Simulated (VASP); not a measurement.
Data:

```xyz
2
Lattice="0.0000 2.1852 2.1852 2.1852 0.0000 2.1852 2.1852 2.1852 0.0000" Properties=species:S:1:pos:R:3 pbc="T T T"
Al     0.0000     0.0000     0.0000
N      1.0926     1.0926     1.0926
```

Computed with PBE GGA with D3 dispersion (Becke-Johnson damping), VASP's PBE PAW potentials (set 64) (plane waves; VASP 6.6.1). Numerical set-up: 520 eV cut-off, Gaussian smearing of 0.050 eV, potentials Al N.

Problem. Give the energies of bands 2 to 5 at the high-symmetry points, in eV from the valence-band maximum.

Solution. 
```json
[
 {"band": "2", "Γ": "0.00", "X": "-4.90", "U": "-4.25", "L": "-5.85", "W": "-3.78"},
 {"band": "3", "Γ": "0.00", "X": "-1.77", "U": "-3.63", "L": "-0.48", "W": "-3.43"},
 {"band": "4", "Γ": "0.00", "X": "-1.77", "U": "-1.37", "L": "-0.48", "W": "-2.69"},
 {"band": "5", "Γ": "4.18", "X": "3.32", "U": "5.16", "L": "7.37", "W": "6.04"}
]
```

The gap is indirect, 3.32 eV, from the valence maximum at Γ to the conduction minimum at X.

Measured: gap 5.34 eV (computed value off by -2.02 eV), as given by Daiki Deguchi et al., Japanese Journal of Applied Physics (2016), arXiv:1512.06930.

The compound is AlN in the zinc blende structure, a metastable form; wurtzite is the usual one. It was relaxed first.
